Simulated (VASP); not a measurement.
## CeC: electric field gradients with PBE

The system is CeC.

```xyz
2
Lattice="0.0000 2.5960 2.5960 2.5960 0.0000 2.5960 2.5960 2.5960 0.0000" Properties=species:S:1:pos:R:3 pbc="T T T"
Ce    0.0000    0.0000    0.0000
C     2.5960    2.5960    2.5960
```

The cell comes from a database or a generator and needn't be the stable form of this composition.

```json
{"Program": "VASP 6.6.1", "Task": "electric field gradients", "Functional": "PBE", "Potentials or basis": "VASP PAW PBE potentials, release 64 (Ce, C)", "Cutoff": "520 eV", "k mesh": "12 × 12 × 12", "Occupations": "fermi-dirac, width 0.08 eV", "Spin": "collinear spin, typed start", "Starting moments": "[1.0, 0.0] μB", "Dipole correction": "no", "Further INCAR settings": "ALGO = Fast; EDIFF = 1e-08; NBANDS = 19"}
```

- Pressure: 0.0 GPa
- Band gap on the k mesh: none (metal or under the smearing width)
- Net moment: 0.00 μB per cell
- Valence electrons inside the program's atomic spheres: Ce 9.66; C 2.27

Levels at points of the mesh, in eV from the Fermi level:
Spin up:
```
           k point  band 6  band 7  band 8  band 9  band 10  band 11
(0.00, 0.00, 0.00)   -0.61   -0.61   -0.61    0.30     0.96     0.96
(0.50, 0.00, 0.00)   -3.24   -1.83   -1.83    0.54     0.58     0.58
(0.50, 0.50, 0.00)   -0.56   -0.25   -0.25    0.58     0.64     0.75
```
Spin down:
| k point | band 5 | band 6 | band 7 | band 8 | band 9 | band 10 | band 11 | band 12 |
| --- | --- | --- | --- | --- | --- | --- | --- | --- |
| (0.00, 0.00, 0.00) | -9.10 | -0.61 | -0.61 | -0.61 | 0.30 | 0.96 | 0.96 | 0.96 |
| (0.50, 0.00, 0.00) | -6.70 | -3.24 | -1.83 | -1.83 | 0.54 | 0.58 | 0.58 | 0.88 |
| (0.50, 0.50, 0.00) | -9.05 | -0.56 | -0.25 | -0.25 | 0.58 | 0.64 | 0.75 | 0.79 |

Electric field gradients, principal values (V/Å²):
| atom | Vxx | Vyy | Vzz |
| --- | --- | --- | --- |
| 1 Ce | 0.000 | 0.000 | 0.001 |
| 2 C | 0.000 | 0.000 | 0.001 |

It took 4.2 min on 1 thread of Intel(R) Xeon(R) 6975P-C (Granite Rapids) (shared host), peak memory 0.24 GiB.

Caveat: the magnetic or orbital state may not be the lowest; spin-orbit coupling is left out, which moves the levels of the heavy elements; without U or exact exchange the open f shell lies at the Fermi level, which spoils levels, moments and volumes. The state reached can hang on the start; a lower one may exist.
